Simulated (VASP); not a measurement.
Consider the following.

```
CELL_PARAMETERS angstrom
      0.00000     2.77950     2.77950
      2.77950     0.00000     2.77950
      2.77950     2.77950     0.00000
ATOMIC_POSITIONS crystal
  Ga 0.00000 0.00000 0.00000
  P  0.25000 0.25000 0.25000
```

Method: PBE GGA, VASP's PBE PAW potentials (set 64) (plane waves; VASP). Numerical set-up: 520 eV cut-off, 7×7×7 Γ-centred mesh, Gaussian smearing of 0.050 eV, potentials Ga_d P.

Problem. Give the stress tensor in GPa (positive for a compressed cell).

Solution. 
```
-2.12   0.00   0.00
 0.00  -2.12   0.00
 0.00   0.00  -2.12
```
The pressure is its mean diagonal, -2.12 GPa.

The compound is GaP in the zinc blende structure. The cell was not relaxed at this level. The run is one of a series of settings (ENCUT = 520 against the base run), some of them coarse on purpose.
